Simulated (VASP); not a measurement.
# GeB2C2 (Pmm2) in VASP: further runs, part 2 of 2

VASP 6.6.1. The steps go on from the part before.

### Step 5. Single point, r2SCAN

This run uses another cell than the first one, of 9.51 Å³/atom, 0.873 times its volume.

The input, INCAR:

```
SYSTEM = GeB2C2
ALGO = Normal ; EDIFF = 1E-6
ENCUT = 520 ; ISIF = 2
ISMEAR = 0 ; KPAR = 4
LASPH = .TRUE. ; LCHARG = .FALSE.
LMIXTAU = .TRUE. ; LREAL = .FALSE.
LWAVE = .FALSE. ; METAGGA = R2SCAN
NBANDS = 22 ; NELM = 150
PREC = Accurate ; SIGMA = 0.1
```

The input, KPOINTS:

```
k-points
0
G
  12 12 4
  0 0 0
```

The input, POSCAR:

```
GeB2C2                                  
1.0
    2.7514476998     -0.0000000000     -0.0000000000
   -1.3757238550      2.3828236106      0.0000000000
   -0.0000000000     -0.0000000000      7.2545879369
  Ge              B               C             
     1     2     2
Direct
     0.0000000000000000    0.0000000000000000    0.0000000000000000
     0.6666666699999979    0.3333333300000021    0.3519838286015073
     0.3333333300000021    0.6666666699999979    0.6480161713984925
     0.6666666699999979    0.3333333300000021    0.6560706933484651
     0.3333333300000021    0.6666666699999979    0.3439293066515349
```

Potentials or basis: VASP PAW PBE potentials, release 64 (Ge_d, B, C).

Command:

```bash
$ cat potpaw_PBE.64/Ge_d/POTCAR potpaw_PBE.64/B/POTCAR potpaw_PBE.64/C/POTCAR > POTCAR
$ mpirun -np 4 vasp_std > vasp.out
```

OUTCAR:

```text
SYSTEM = GeB2C2
   EDIFF = 1E-6
   ENCUT = 520
   ISIF = 2
   ISMEAR = 0
   LASPH = .TRUE.
   LREAL = .FALSE.
   METAGGA = R2SCAN
   NELM = 150
   PREC = Accurate

 ion  position               nearest neighbor table
   1  0.000  0.000  0.000-
   2  0.667  0.333  0.352-   5 1.59   5 1.59   5 1.59
   3  0.333  0.667  0.648-   4 1.59   4 1.59   4 1.59
   4  0.667  0.333  0.656-   3 1.59   3 1.59   3 1.59
   5  0.333  0.667  0.344-   2 1.59   2 1.59   2 1.59

  LATTYP: Found a hexagonal cell.
 ALAT       =     2.7514476998
 C/A-ratio  =     2.6366439520

  Lattice vectors:

 A1 = (   2.7514476998,   0.0000000000,   0.0000000000)
 A2 = (  -1.3757238550,   2.3828236106,   0.0000000000)
 A3 = (   0.0000000000,   0.0000000000,   7.2545879369)

Analysis of symmetry for initial positions (statically):
=====================================================================
 Subroutine PRICEL returns:
 Original cell was already a primitive cell.

 Routine SETGRP: Setting up the symmetry group for a
 hexagonal supercell.
[... 173 lines left out ...]

 E-fermi :   6.0864     XC(G=0): -12.5365

 val. band max:        6.0851956244   @ k =   0.4167   0.0833   0.5000
 cond. band min:       6.2255015310   @ k =   0.3333   0.3333   0.2500
 fundamental gap:      0.1403059066
 Fermi energy:         6.0863841411

 k-point     1 :       0.0000    0.0000    0.0000
  band No.  band energies     occupation
      1     -19.7265      2.00000
      2     -19.6055      2.00000
      3     -19.6055      2.00000
      4     -19.5562      2.00000
      5     -19.5562      2.00000
      6     -10.4162      2.00000
[... 589 lines left out ...]
     21      17.4419      0.00000
     22      17.8657      0.00000

 [... further k-points ...]

------------------------ aborting loop because EDIFF is reached ----------------------------------------

  FORCE on cell =-STRESS in cart. coord.  units (eV):
  Direction    XX          YY          ZZ          XY          YZ          ZX
  --------------------------------------------------------------------------------------
  -------------------------------------------------------------------------------------
  Total       -0.9801102     -0.9801102      0.4914543      0.0000000     -0.0000000      0.0000000
  in kB      -33.0156288    -33.0156290     16.5549494      0.0000001     -0.0000000      0.0000000
  external PRESSURE =     -16.4921028 kB  Pullay stress =       0.0000000 kB

 VOLUME and BASIS-vectors are now :
 -----------------------------------------------------------------------------
  energy-cutoff  :      520.00
  volume of cell :       47.56
      direct lattice vectors                 reciprocal lattice vectors
     2.751447700  0.000000000  0.000000000     0.363445033  0.209835088  0.000000000
    -1.375723855  2.382823611  0.000000000     0.000000000  0.419670174  0.000000000
     0.000000000  0.000000000  7.254587937     0.000000000  0.000000000  0.137843804

 POSITION                                       TOTAL-FORCE (eV/Angst)
 -----------------------------------------------------------------------------------
      0.00000      0.00000      0.00000         0.000000      0.000000     -0.000000
      1.37572      0.79427      2.55350         0.000000     -0.000000     -0.016854
     -0.00000      1.58855      4.70109         0.000000      0.000000      0.016854
      1.37572      0.79427      4.75952         0.000000      0.000000     -0.002775
     -0.00000      1.58855      2.49507        -0.000000      0.000000      0.002775
 -----------------------------------------------------------------------------------
    total drift:                                0.000000     -0.000000      0.000000

  FREE ENERGIE OF THE ION-ELECTRON SYSTEM (eV)
  ---------------------------------------------------
  free  energy   TOTEN  =       -46.0008090700 eV

  energy  without entropy=      -45.9946576179  energy(sigma->0) =      -45.99773334
```

stdout:

```text
POSCAR found type information on POSCAR GeB C
 POSCAR found :  3 types and       5 ions
 scaLAPACK will be used
 -----------------------------------------------------------------------------
|                                                                             |
|                                                                             |
|     You enforced a specific xc type in the INCAR file but a different       |
|     I HOPE YOU KNOW WHAT YOU ARE DOING!                                     |
|                                                                             |
 -----------------------------------------------------------------------------

 LDA part: xc-table for (None), standard interpolation
 POSCAR, INCAR and KPOINTS ok, starting setup
 FFT: planning ... GRIDC
 FFT: planning ... GRID_SOFT
 FFT: planning ... GRID
 WAVECAR not read
 entering main loop
```

Run time: 2.8 min. Hardware: 4 MPI ranks of AMD EPYC 7R43 (Zen 3), shared host; peak memory 0.17 GiB.

Results:

| Quantity | Value |
| --- | --- |
| Free energy | -46.0008 eV |
| Pressure | -1.6 GPa |
| Largest force | 0.017 eV/Å |
| Band gap on the k mesh | none (metal or under the smearing width) |

Forces on the atoms (eV/Å):
```
Ge   0.000  0.000  0.000
B    0.000  0.000 -0.017
B    0.000  0.000  0.017
C    0.000  0.000 -0.003
C    0.000  0.000  0.003
```

Caveat: the PAW data sets were made with another functional, which shifts forces and pressure a little.

### Step 6. The runs side by side

| task | level | cell | k mesh | gap on the mesh (eV) | pressure (GPa) | largest force (eV/Å) |
| --- | --- | --- | --- | --- | --- | --- |
| single point | r2SCAN | Pmm2, 10.89 Å³/atom | 10 × 8 × 6 | none | -2.3 | 0.15 |
| relaxation of cell and atoms | PBE | relaxed | 12 × 12 × 4 | none | 0.0 | - |
| single point | r2SCAN | P-3m1, 9.51 Å³/atom | 12 × 12 × 4 | none | -1.6 | 0.02 |

Alike in all rows: potentials or basis VASP PAW PBE potentials, release 64 (Ge_d, B, C); no spin polarisation; cutoff (eV) 520; smearing gaussian 0.1 eV.

Caveats: the PAW data sets were made with another functional, which shifts forces and pressure a little (some runs).

Absolute energies hang on the potentials; compare differences alone.
